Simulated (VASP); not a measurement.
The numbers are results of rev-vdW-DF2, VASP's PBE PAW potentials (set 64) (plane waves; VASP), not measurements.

Input for VASP

### INCAR
```
# general
SYSTEM   = K
PREC     = Accurate
ENCUT    = 520
LREAL    = F
LASPH    = T

# electronic loop
EDIFF    = 1E-7
NELM     = 100
ALGO     = Normal

# smearing
ISMEAR   = 1
SIGMA    = 0.1

# functional
GGA      = MK
LUSE_VDW = T
AGGAC    = 0.0
PARAM1   = 0.1234568
PARAM2   = 0.7114
ZAB_VDW  = -1.8867

# ions
ISIF     = 2

# output
LWAVE    = F
LCHARG   = F
```

POSCAR:
```
K
1
   -2.6499285475     2.6499285475     2.6499285475
    2.6499285475    -2.6499285475     2.6499285475
    2.6499285475     2.6499285475    -2.6499285475
K
1
Direct
  0.0000000000   0.0000000000   0.0000000000
```

KPOINTS:
```
K-points
0
G
  10 10 10
0 0 0
```

POTCAR, in this order: K_sv (PBE.64 set). Program: vasp_std.

Output

**OUTCAR**
```
 ion  position               nearest neighbor table
   1  0.000  0.000  0.000-
  LATTYP: Found a body centered cubic cell.
 ALAT       =     5.2998570950
 Subroutine PRICEL returns:
 Original cell was already a primitive cell.
 Subroutine GETGRP returns: Found 48 space group operations
The static configuration has the point symmetry O_h .
The dynamic configuration has the point symmetry O_h .
 Subroutine INISYM returns: Found 48 space group operations
 Subroutine IBZKPT returns following result:
 Found     47 irreducible k-points:

 Following reciprocal coordinates:
            Coordinates               Weight
  0.000000  0.000000  0.000000      1.000000
  0.100000  0.000000  0.000000     12.000000
  0.200000  0.000000  0.000000     12.000000
  0.300000  0.000000  0.000000     12.000000
  0.400000  0.000000  0.000000     12.000000
  0.500000  0.000000  0.000000      6.000000
  0.100000  0.100000  0.000000     24.000000
  0.200000  0.100000  0.000000     48.000000
  0.300000  0.100000 -0.000000     48.000000
  0.400000  0.100000 -0.000000     48.000000
  0.200000  0.200000  0.000000     24.000000
  0.300000  0.200000  0.000000     48.000000
  0.400000  0.200000 -0.000000     24.000000
  0.300000  0.300000  0.000000     24.000000
  0.100000  0.100000  0.100000      8.000000
  0.200000  0.100000  0.100000     24.000000
  0.300000  0.100000  0.100000     24.000000
  0.400000  0.100000  0.100000     12.000000
 -0.100000  0.100000  0.100000      6.000000
  0.200000  0.200000  0.100000     24.000000
  0.300000  0.200000  0.100000     48.000000
 -0.200000  0.200000  0.100000     24.000000
  0.300000  0.300000  0.100000      8.000000
 -0.300000  0.300000  0.100000     24.000000
 -0.200000  0.300000  0.100000     24.000000
...
```

**OSZICAR**
```
       N       E                     dE             d eps       ncg     rms          rms(c)
DAV:   1     0.458775694931E+02    0.45878E+02   -0.35700E+03   752   0.846E+02
DAV:   2     0.228830987705E+01   -0.43589E+02   -0.43460E+02   760   0.212E+02
DAV:   3     0.971328736408E+00   -0.13170E+01   -0.13166E+01  1248   0.333E+01
DAV:   4     0.943358691111E+00   -0.27970E-01   -0.27301E-01  1112   0.351E+00
DAV:   5     0.943153429068E+00   -0.20526E-03   -0.20526E-03  1328   0.226E-01    0.240E+00
DAV:   6     0.943563201046E+00    0.40977E-03   -0.17692E-03  1208   0.297E-01    0.150E+00
DAV:   7     0.943079846689E+00   -0.48335E-03   -0.42229E-03  1152   0.431E-01    0.627E-02
DAV:   8     0.942952360874E+00   -0.12749E-03   -0.23008E-04  1136   0.175E-01    0.173E-02
DAV:   9     0.942903228556E+00   -0.49132E-04   -0.74767E-05  1000   0.461E-02    0.682E-03
DAV:  10     0.942900528710E+00   -0.26998E-05   -0.69049E-06  1248   0.176E-02    0.261E-03
DAV:  11     0.942900227594E+00   -0.30112E-06   -0.64440E-07  1016   0.564E-03    0.810E-04
DAV:  12     0.942900296572E+00    0.68978E-07   -0.12114E-07  1112   0.187E-03
   1 F= 0.94290030E+00 E0= 0.94323620E+00  d E =-.100770E-02
```

**OUTCAR**
```
------------------------ aborting loop because EDIFF is reached ----------------------------------------
  FORCE on cell =-STRESS in cart. coord.  units (eV):
  Direction    XX          YY          ZZ          XY          YZ          ZX
  --------------------------------------------------------------------------------------
  Total       -0.0907044     -0.0907044     -0.0907044      0.0000000     -0.0000000      0.0000000
  in kB       -1.9524342     -1.9524342     -1.9524342      0.0000000     -0.0000000      0.0000000
  external PRESSURE =      -1.9524342 kB  Pullay stress =       0.0000000 kB
  volume of cell :       74.43
      direct lattice vectors                 reciprocal lattice vectors
    -2.649928548  2.649928548  2.649928548     0.000000000  0.188684333  0.188684333
     2.649928548 -2.649928548  2.649928548     0.188684333  0.000000000  0.188684333
     2.649928548  2.649928548 -2.649928548     0.188684333  0.188684333  0.000000000
 POSITION                                       TOTAL-FORCE (eV/Angst)
 -----------------------------------------------------------------------------------
      0.00000      0.00000      0.00000         0.000000      0.000000      0.000000
 -----------------------------------------------------------------------------------
    total drift:                               -0.000000      0.000000      0.000000
  FREE ENERGIE OF THE ION-ELECTRON SYSTEM (eV)
  ---------------------------------------------------
  free  energy   TOTEN  =         0.9429002966 eV

  energy  without entropy=        0.9439079990  energy(sigma->0) =        0.94323620
```
(Selected blocks of OUTCAR.)

The compound is K in the bcc structure. This cell is one point of a volume scan, at 1.06 of the reference volume.
